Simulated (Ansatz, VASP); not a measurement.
# ZnO (zincite) in two plane-wave programs, part 2 of 3

Wanted: the spread between two codes on one cell, functional and k mesh. The cell is taken from a series of runs on this material, whose earlier steps may have relaxed, scaled, displaced or heated it; both programs get it as it stands.

VASP 6.6.1 and Ansatz 0.2.0.

So far: The structure; Ansatz: zone-centre phonons, PBE.

## Step 3: VASP: zone-centre phonons, PBE

Level of this step: PBE; plane waves and PAW (O, Zn) (VASP).

The same cell, functional and mesh now go to VASP, with its own data sets.

Lines of VASP's logs that name or quote its potential files are left out, and so is its time.

Input file INCAR:

```
SYSTEM = ZnO
PREC = Accurate
ENCUT = 600
EDIFF = 1E-08
NELM = 120
ISMEAR = 0
SIGMA = 0.01
LREAL = .FALSE.
ALGO = Normal
GGA = PE
NBANDS = 24
LORBIT = 11
LWAVE = .FALSE.
LCHARG = .FALSE.
ISIF = 2
IBRION = 8
LEPSILON = .TRUE.
LASPH = .TRUE.
GGA_COMPAT = .FALSE.
EFERMI = MIDGAP
KPAR = 2
```

Input file POSCAR:

```
ZnO
1.0
    3.2134072753      0.0000000000      0.0000000000
   -1.6067036377      2.7828923331      0.0000000000
    0.0000000000      0.0000000000      5.1847604869
O Zn
2 2
Direct
    0.6666666667      0.3333333333      0.3790534280
    0.3333333333      0.6666666667      0.8790534280
    0.3333333333      0.6666666667      0.4999565720
    0.6666666667      0.3333333333      0.9999565720
```

Input file KPOINTS:

```
Automatic mesh
0
Gamma
15 15 10
0 0 0
```

Potentials, in the order of the species: O and Zn (PBE family, release 64).

Run with:

```sh
> mpirun -np 2 vasp_std
```

The program printed:

```text
[banner, memory and clock lines left out]
running    2 mpi-ranks, on    1 nodes
 distrk:  each k-point on    1 cores,    2 groups
 distr:  one band on    1 cores,    1 groups

 POSCAR found type information on POSCAR O Zn
 POSCAR found :  2 types and       4 ions
 LDA part: xc-table for (Slater+PW92), standard interpolation
 POSCAR, INCAR and KPOINTS ok, starting setup
 FFT: planning ... GRIDC
 FFT: planning ... GRID_SOFT
 FFT: planning ... GRID
 WAVECAR not read
 entering main loop
       N       E                     dE             d eps       ncg     rms          rms(c)
DAV:   1     0.303260697871E+03    0.30326E+03   -0.20329E+04  7840   0.243E+03
DAV:   2     0.907821743721E+01   -0.29418E+03   -0.27879E+03  8376   0.456E+02
DAV:   3    -0.205206770400E+02   -0.29599E+02   -0.29348E+02  9000   0.148E+02
DAV:   4    -0.210056861179E+02   -0.48501E+00   -0.48468E+00  8888   0.197E+01
DAV:   5    -0.210086784998E+02   -0.29924E-02   -0.29923E-02  9080   0.149E+00    0.153E+01
DAV:   6    -0.176091879509E+02    0.33995E+01   -0.88188E+00 13008   0.661E+01    0.950E+00
DAV:   7    -0.177993214161E+02   -0.19013E+00   -0.27701E+00  7936   0.182E+01    0.562E+00
DAV:   8    -0.178149215162E+02   -0.15600E-01   -0.59771E-01 11792   0.812E+00    0.167E+00
DAV:   9    -0.177615482160E+02    0.53373E-01   -0.13127E-01 12056   0.698E+00    0.310E-01
DAV:  10    -0.177646857950E+02   -0.31376E-02   -0.45349E-02  7848   0.150E+00    0.154E-01
DAV:  11    -0.177646242999E+02    0.61495E-04   -0.10151E-03 11248   0.401E-01    0.335E-02
DAV:  12    -0.177646830749E+02   -0.58775E-04   -0.95543E-05  8968   0.150E-01    0.319E-02
DAV:  13    -0.177646771099E+02    0.59651E-05   -0.26067E-05 11048   0.120E-01    0.104E-02
DAV:  14    -0.177646767518E+02    0.35812E-06   -0.11077E-05  8880   0.388E-02    0.391E-03
DAV:  15    -0.177646762477E+02    0.50406E-06   -0.12942E-06  9608   0.103E-02    0.111E-03
DAV:  16    -0.177646762004E+02    0.47319E-07   -0.94430E-08  8768   0.291E-03    0.112E-03
DAV:  17    -0.177646761860E+02    0.14362E-07   -0.19743E-08  6248   0.152E-03    0.351E-04
DAV:  18    -0.177646761953E+02   -0.92896E-08   -0.17525E-09  4272   0.393E-04
   1 F= -.17764676E+02 E0= -.17764676E+02  d E =0.000000E+00
 Linear response reoptimize wavefunctions to high precision
DAV:   1    -0.177646762058E+02   -0.10497E-07   -0.33820E-09  5000   0.528E-04
DAV:   2    -0.177646762059E+02   -0.60027E-10   -0.38943E-10  4144   0.179E-04
 Linear response G [H, r] |phi>, progress :
  Direction:   1
       N       E                     dE             d eps       ncg     rms
RMM:   1    -0.883916375798E+02   -0.88392E+02    0.38079E+02 16030   0.113E+02
 LRF_COMMUTATOR internal error: the vector H(1)-e(1) S(1) |phi(0)> is not orthog
 onal to |phi(0)> (-1.038932872915455E-004,1.159662643690496E-014)
 LRF_COMMUTATOR internal error: the vector H(1)-e(1) S(1) |phi(0)> is not orthog
 onal to |phi(0)> (1.038932885862875E-004,3.594347042223944E-015)
RMM:   2    -0.929669306344E+02   -0.45753E+01   -0.11306E+01 11261   0.380E+01
 LRF_COMMUTATOR internal error: the vector H(1)-e(1) S(1) |phi(0)> is not orthog
 onal to |phi(0)> (-1.038932872945708E-004,8.642392357316453E-015)
 LRF_COMMUTATOR internal error: the vector H(1)-e(1) S(1) |phi(0)> is not orthog
 onal to |phi(0)> (1.038932885884802E-004,1.755540157688529E-015)
RMM:   3    -0.934721762224E+02   -0.50525E+00   -0.10199E+00 13698   0.765E+00
RMM:   4    -0.934744938171E+02   -0.23176E-02   -0.11254E-02 13127   0.109E+00
RMM:   5    -0.934753915676E+02   -0.89775E-03   -0.14629E-03 14081   0.246E-01
RMM:   6    -0.934753476063E+02    0.43961E-04    0.76735E-05 13797   0.449E-02
RMM:   7    -0.934753635206E+02   -0.15914E-04   -0.26973E-05 14177   0.112E-02
RMM:   8    -0.934753612450E+02    0.22756E-05   -0.11977E-06 13723   0.299E-03
RMM:   9    -0.934753613579E+02   -0.11288E-06    0.69420E-06 10955   0.115E-03
RMM:  10    -0.934753612823E+02    0.75583E-07    0.26984E-05  8879   0.691E-04
RMM:  11    -0.934753611818E+02    0.10053E-06    0.43042E-05  7764   0.581E-04
RMM:  12    -0.934753611820E+02   -0.19803E-09    0.65464E-05  6965   0.556E-04
RMM:  13    -0.934753611844E+02   -0.24233E-08    0.43217E-05  6760   0.553E-04
RMM:  14    -0.934753611904E+02   -0.60161E-08    0.65965E-05  6605   0.553E-04
 Linear response G [H, r] |phi>, progress :
  Direction:   2
       N       E                     dE             d eps       ncg     rms
RMM:   1    -0.932701804201E+02   -0.93270E+02    0.29680E+02 15934   0.110E+02
 LRF_COMMUTATOR internal error: the vector H(1)-e(1) S(1) |phi(0)> is not orthog
 onal to |phi(0)> (-1.038932162007490E-004,-1.122713033652190E-014)
 LRF_COMMUTATOR internal error: the vector H(1)-e(1) S(1) |phi(0)> is not orthog
 onal to |phi(0)> (1.038932155006389E-004,1.973421426271216E-014)
RMM:   2    -0.987789113026E+02   -0.55087E+01   -0.11245E+01 11418   0.367E+01
 LRF_COMMUTATOR internal error: the vector H(1)-e(1) S(1) |phi(0)> is not orthog
[...]
Linear response to external field, progress :
  Direction:   1
       N       E                     dE             d eps       ncg     rms          rms(c)
RMM:   1    -0.461119569823E+00   -0.46112E+00   -0.19195E+00 37397   0.473E+00
RMM:   2    -0.528538609475E+00   -0.67419E-01   -0.14132E-02 47654   0.117E+00    0.106E+00
[...]
RMM:   7    -0.549798016369E+00   -0.16406E-04   -0.43694E-07 13036   0.597E-03    0.154E-03
RMM:   8    -0.549864818197E+00   -0.66802E-04    0.39662E-08 13351   0.283E-03    0.365E-04
RMM:   9    -0.549866363866E+00   -0.15457E-05    0.80549E-08 13693   0.658E-04    0.157E-04
RMM:  10    -0.549867141606E+00   -0.77774E-06    0.13430E-08 12406   0.321E-04    0.298E-05
RMM:  11    -0.549867795339E+00   -0.65373E-06    0.56189E-09  6466   0.483E-05    0.114E-05
RMM:  12    -0.549867583936E+00    0.21140E-06    0.35173E-09  7173   0.599E-05    0.352E-06
 change of polarisation eV/A/(eV/A) component  3 :    -0.132    -0.109     1.039
 dielectric tensor                  component  3 :    -0.517    -0.426     5.056
 Linear response DOF=           4
 Linear response progress:
  Degree of freedom:   1/  4
       N       E                     dE             d eps       ncg     rms          rms(c)
RMM:   1    -0.366431859359E+00   -0.36643E+00    0.60166E-01119885   0.426E+00
RMM:   2    -0.358298636694E+00    0.81332E-02   -0.10580E-02 77743   0.108E+00    0.226E-01
RMM:   3    -0.359769781318E+00   -0.14711E-02   -0.91428E-04 89989   0.235E-01    0.127E-01
RMM:   4    -0.361472764618E+00   -0.17030E-02   -0.31380E-04 78991   0.113E-01    0.189E-02
RMM:   5    -0.361474347669E+00   -0.15831E-05   -0.12913E-05 95020   0.279E-02    0.343E-03
RMM:   6    -0.361397887297E+00    0.76460E-04   -0.73889E-07 81787   0.577E-03    0.973E-04
RMM:   7    -0.361392989414E+00    0.48979E-05   -0.12374E-07 96032   0.181E-03    0.300E-04
RMM:   8    -0.361392379133E+00    0.61028E-06   -0.98434E-09 95445   0.477E-04    0.872E-05
RMM:   9    -0.361391653988E+00    0.72514E-06   -0.23741E-09 95303   0.919E-05    0.157E-05
RMM:  10    -0.361391937921E+00   -0.28393E-06   -0.10002E-08 95844   0.442E-05    0.609E-06
RMM:  11    -0.361391950072E+00   -0.12151E-07    0.52938E-09 92897   0.127E-05    0.234E-06
RMM:  12    -0.361391931037E+00    0.19036E-07    0.43287E-10 80139   0.641E-06    0.658E-07
RMM:  13    -0.361391925659E+00    0.53773E-08   -0.17083E-09 65411   0.493E-06    0.142E-07
 first order change of Fermi-energy  -0.67053E-01
 force on displaced ion       1 direction 1 :  -9.328  -0.000   0.000
 Born effective charge ion    1 direction 1 :  -2.096   0.000   0.000
 Linear response progress:
  Degree of freedom:   2/  4
       N       E                     dE             d eps       ncg     rms          rms(c)
RMM:   1    -0.386023144354E+00   -0.38602E+00    0.59923E-01 25235   0.420E+00
RMM:   2    -0.376767735620E+00    0.92554E-02   -0.10617E-02 16177   0.110E+00    0.316E-01
RMM:   3    -0.378032600276E+00   -0.12649E-02   -0.12639E-03 17203   0.270E-01    0.161E-01
RMM:   4    -0.379409150687E+00   -0.13766E-02   -0.40841E-04 16579   0.129E-01    0.374E-02
RMM:   5    -0.379575130201E+00   -0.16598E-03   -0.24057E-05 19620   0.333E-02    0.106E-02
RMM:   6    -0.379455407507E+00    0.11972E-03   -0.59748E-06 17879   0.169E-02    0.201E-03
RMM:   7    -0.379474134777E+00   -0.18727E-04   -0.97934E-07 18659   0.464E-03    0.735E-04
RMM:   8    -0.379480474587E+00   -0.63398E-05   -0.23291E-07 18302   0.162E-03    0.432E-04
RMM:   9    -0.379474723735E+00    0.57509E-05    0.73527E-08 19432   0.645E-04    0.813E-05
RMM:  10    -0.379474269803E+00    0.45393E-06    0.11625E-08 19661   0.118E-04    0.366E-05
RMM:  11    -0.379474649043E+00   -0.37924E-06   -0.47720E-09 19272   0.766E-05    0.841E-06
RMM:  12    -0.379474658448E+00   -0.94046E-08   -0.21071E-09 20070   0.165E-05    0.463E-06
 first order change of Fermi-energy   0.15757E+00
 force on displaced ion       1 direction 3 :   0.000   0.000 -12.757
 Born effective charge ion    1 direction 3 :   0.000   0.000  -2.148
 Linear response progress:
  Degree of freedom:   3/  4
       N       E                     dE             d eps       ncg     rms          rms(c)
RMM:   1    -0.210045285279E+00   -0.21005E+00    0.23039E-02 97215   0.258E+00
RMM:   2    -0.208333292513E+00    0.17120E-02   -0.39660E-03 80058   0.604E-01    0.209E-01
RMM:   3    -0.208056681035E+00    0.27661E-03   -0.17275E-04 94647   0.970E-02    0.125E-01
RMM:   4    -0.207589047341E+00    0.46763E-03   -0.23362E-05 94901   0.436E-02    0.456E-03
RMM:   5    -0.207557927909E+00    0.31119E-04   -0.86416E-07 98159   0.479E-03    0.150E-03
RMM:   6    -0.207545618167E+00    0.12310E-04   -0.21726E-07 96128   0.214E-03    0.397E-04
RMM:   7    -0.207541658938E+00    0.39592E-05    0.16116E-08 97543   0.796E-04    0.756E-05
RMM:   8    -0.207541821846E+00   -0.16291E-06    0.26403E-08 95052   0.864E-05    0.342E-05
RMM:   9    -0.207541856526E+00   -0.34680E-07   -0.18082E-09 96595   0.608E-05    0.483E-06
RMM:  10    -0.207541828102E+00    0.28424E-07    0.60938E-09 93657   0.979E-06    0.191E-06
RMM:  11    -0.207541818789E+00    0.93137E-08    0.12739E-09 80361   0.500E-06    0.746E-07
 first order change of Fermi-energy   0.99010E-01
 force on displaced ion       3 direction 1 :  -8.689   0.000  -0.000
 Born effective charge ion    3 direction 1 :   2.096  -0.000  -0.000
 Linear response progress:
  Degree of freedom:   4/  4
       N       E                     dE             d eps       ncg     rms          rms(c)
RMM:   1    -0.220938246176E+00   -0.22094E+00    0.25208E-02 20677   0.264E+00
RMM:   2    -0.217231950738E+00    0.37063E-02   -0.40911E-03 16885   0.664E-01    0.203E-01
RMM:   3    -0.216819062771E+00    0.41289E-03   -0.30090E-04 19031   0.127E-01    0.124E-01
RMM:   4    -0.216331126048E+00    0.48794E-03   -0.23369E-04 19630   0.863E-02    0.384E-02
RMM:   5    -0.216171968714E+00    0.15916E-03   -0.81312E-05 18195   0.279E-02    0.559E-03
RMM:   6    -0.216158347239E+00    0.13621E-04    0.15250E-05 20702   0.753E-03    0.300E-03
RMM:   7    -0.216157965699E+00    0.38154E-06    0.42176E-06 18041   0.485E-03    0.665E-04
RMM:   8    -0.216157830833E+00    0.13487E-06   -0.13387E-06 20773   0.169E-03    0.259E-04
RMM:   9    -0.216158257586E+00   -0.42675E-06   -0.36355E-07 20673   0.413E-04    0.838E-05
RMM:  10    -0.216158675222E+00   -0.41764E-06   -0.67419E-08 20399   0.152E-04    0.199E-05
RMM:  11    -0.216158674683E+00    0.53919E-09   -0.17377E-07 20930   0.551E-05    0.759E-06
RMM:  12    -0.216158667181E+00    0.75018E-08    0.11721E-09 20175   0.188E-05    0.186E-06
 first order change of Fermi-energy  -0.15787E+00
 force on displaced ion       3 direction 3 :  -0.000  -0.000 -12.776
 Born effective charge ion    3 direction 3 :   0.000   0.000   2.147
 Born effective charges drift removed
 Linear response finished
```

(Part 2 of 3 ends here.)

[Lines on the potential files, build, host, timing and source positions are cut from VASP's logs without a mark.]

[Logs are printed without paths, hosts, clocks, repeated set-up lines and the standing remarks that a program may print on its own settings, such as how far it seeks lower states.]

[Hosts, paths, dates, database ids (printed as entryN), source tags and the programs' standing remarks are cut or masked in the printed files.]
